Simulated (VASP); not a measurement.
All values below come from r2SCAN meta-GGA, VASP's PBE PAW potentials (set 64) (plane waves; VASP).

A VASP calculation is set up with these files.

**POSCAR**
```
AgCl
1
    0.0000000000     2.7709968051     2.7709968051
    2.7709968051     0.0000000000     2.7709968051
    2.7709968051     2.7709968051     0.0000000000
Ag Cl
1 1
Direct
  1.0000000000   0.0000000000   1.0000000000
  0.5000000000   0.5000000000   0.5000000000
```

**INCAR**
```
PREC  =  Accurate
ENCUT  =  520
LWAVE  =  .FALSE.
ISIF  =  2   ! forces and stress, cell fixed
LORBIT  =  11   ! lm-projected
LMIXTAU  =  .TRUE.
LREAL  =  .FALSE.
LCHARG  =  .FALSE.
LASPH  =  .TRUE.   ! aspherical one-centre terms
SYSTEM  =  AgCl
LMAXMIX  =  4   ! l cut-off of mixed one-centre charges
ISMEAR  =  -5
NELM  =  100
EDIFF  =  1E-7
NEDOS  =  601   ! DOS grid
METAGGA  =  R2SCAN
ALGO  =  Normal   ! blocked Davidson
```

**KPOINTS_OPT**
```
k-points along high-symmetry lines
10
Line-mode
Reciprocal
  0.000000   0.000000   0.000000 ! GAMMA
  0.500000   0.000000   0.500000 ! X

  0.500000   0.000000   0.500000 ! X
  0.625000   0.250000   0.625000 ! U

  0.375000   0.375000   0.750000 ! K
  0.000000   0.000000   0.000000 ! GAMMA

  0.000000   0.000000   0.000000 ! GAMMA
  0.500000   0.500000   0.500000 ! L

  0.500000   0.500000   0.500000 ! L
  0.500000   0.250000   0.750000 ! W

  0.500000   0.250000   0.750000 ! W
  0.500000   0.000000   0.500000 ! X
```

**KPOINTS**
```
Automatic mesh
0
Gamma
9 9 9
0 0 0
```

POTCAR, in this order: Ag Cl (PBE.64 set). Program: vasp_std.

Output of the run:

File OSZICAR:
```
       N       E                     dE             d eps       ncg     rms          rms(c)
DAV:   1     0.784477494249E+02    0.78448E+02   -0.89806E+03   918   0.127E+03
DAV:   2    -0.293664150789E+02   -0.10781E+03   -0.10104E+03  1085   0.264E+02
DAV:   3    -0.336769785601E+02   -0.43106E+01   -0.42921E+01  1090   0.568E+01
DAV:   4    -0.337122580546E+02   -0.35279E-01   -0.35274E-01  1025   0.569E+00
DAV:   5    -0.337127857138E+02   -0.52766E-03   -0.52766E-03  1090   0.706E-01    0.677E+00
DAV:   6    -0.286179216599E+02    0.50949E+01   -0.45953E+00   910   0.259E+01    0.676E+00
DAV:   7    -0.286547598305E+02   -0.36838E-01   -0.22096E-01   925   0.625E+00    0.408E+00
DAV:   8    -0.285802211140E+02    0.74539E-01   -0.24153E-01   910   0.540E+00    0.120E+00
DAV:   9    -0.286401500877E+02   -0.59929E-01   -0.51887E-02   915   0.261E+00    0.458E-01
DAV:  10    -0.286425223238E+02   -0.23722E-02   -0.48798E-03   925   0.102E+00    0.228E-01
DAV:  11    -0.286428001141E+02   -0.27779E-03   -0.49208E-03  1015   0.662E-01    0.129E-01
DAV:  12    -0.286429717011E+02   -0.17159E-03   -0.11155E-03   950   0.342E-01    0.594E-02
DAV:  13    -0.286430917156E+02   -0.12001E-03   -0.43153E-04   925   0.307E-01    0.505E-02
DAV:  14    -0.286431999258E+02   -0.10821E-03   -0.40279E-05   910   0.674E-02    0.368E-02
DAV:  15    -0.286432070835E+02   -0.71577E-05   -0.38016E-05   925   0.787E-02    0.860E-03
DAV:  16    -0.286432052106E+02    0.18729E-05   -0.52040E-06   960   0.268E-02    0.185E-03
DAV:  17    -0.286432055657E+02   -0.35506E-06   -0.24083E-07   892   0.544E-03    0.191E-03
DAV:  18    -0.286432060473E+02   -0.48162E-06   -0.24984E-08   470   0.235E-03    0.767E-04
DAV:  19    -0.286432066608E+02   -0.61348E-06   -0.90590E-08   490   0.285E-03    0.795E-04
DAV:  20    -0.286432066073E+02    0.53446E-07   -0.20246E-08   470   0.157E-03
   1 F= -.28643207E+02 E0= -.28643207E+02  d E =0.000000E+00
       N       E                     dE             ncg
       N       E                     dE             ncg
```

**OUTCAR**
```
------------------------ aborting loop because EDIFF is reached ----------------------------------------
  FORCE on cell =-STRESS in cart. coord.  units (eV):
  Direction    XX          YY          ZZ          XY          YZ          ZX
  --------------------------------------------------------------------------------------
  Total        0.0024478      0.0024478      0.0024478     -0.0000000     -0.0000000      0.0000000
  in kB        0.0921631      0.0921631      0.0921631     -0.0000000     -0.0000000      0.0000000
  external PRESSURE =       0.0921631 kB  Pullay stress =       0.0000000 kB
  volume of cell :       42.55
      direct lattice vectors                 reciprocal lattice vectors
     0.000000000  2.770996805  2.770996805    -0.180440482  0.180440482  0.180440482
     2.770996805  0.000000000  2.770996805     0.180440482 -0.180440482  0.180440482
     2.770996805  2.770996805  0.000000000     0.180440482  0.180440482 -0.180440482
  FREE ENERGIE OF THE ION-ELECTRON SYSTEM (eV)
  ---------------------------------------------------
  free  energy   TOTEN  =       -28.6432066073 eV

  energy  without entropy=      -28.6432066073  energy(sigma->0) =      -28.64320661

 total charge

# of ion       s       p       d       tot
------------------------------------------
    1        0.192   0.133   9.392   9.717
    2        1.609   3.517   0.000   5.127
--------------------------------------------------
tot          1.801   3.651   9.392  14.843
```
(Selected blocks of OUTCAR.)

### OUTCAR
```
 val. band max:        3.5204840066   @ k =   0.4444   0.0000   0.0000

 cond. band min:       4.9892989084   @ k =   0.0000   0.0000   0.0000


 Fermi energy:         3.5517803877

 k-point     1 :       0.0000    0.0000    0.0000
  band No.  band energies     occupation
      1     -12.2628      2.00000
      2       1.1117      2.00000
      3       1.1117      2.00000
      4       1.1117      2.00000
      5       1.1250      2.00000
      6       1.1250      2.00000
      7       1.1250      2.00000
      8       1.1760      2.00000
      9       1.1760      2.00000
     10       4.9893      0.00000
     11      14.9040      0.00000
     12      14.9040      0.00000
     13      14.9040      0.00000

 k-point     2 :       0.1111    0.0000    0.0000
  band No.  band energies     occupation
      1     -12.2151      2.00000
      2       0.4403      2.00000
      3       0.4642      2.00000
      4       0.4642      2.00000
      5       1.1697      2.00000
      6       1.1697      2.00000
      7       1.3791      2.00000
      8       1.8764      2.00000
      9       1.8764      2.00000
     10       5.5488      0.00000
     11      13.7230      0.00000
     12      14.7153      0.00000
     13      14.7153      0.00000

 k-point     3 :       0.2222    0.0000    0.0000
  band No.  band energies     occupation
      1     -12.0902      2.00000
      2      -0.4860      2.00000
      3      -0.0931      2.00000
      4      -0.0931      2.00000
      5       1.2734      2.00000
      6       1.2734      2.00000
      7       1.5290      2.00000
      8       2.5876      2.00000
      9       2.5876      2.00000
     10       6.7042      0.00000
     11      12.2093      0.00000
     12      13.6808      0.00000
     13      13.6808      0.00000

 k-point     4 :       0.3333    0.0000    0.0000
  band No.  band energies     occupation
      1     -11.9407      2.00000
      2      -1.2801      2.00000
      3      -0.4879      2.00000
...
```

The compound is AgCl in the rock salt structure. It was relaxed first.
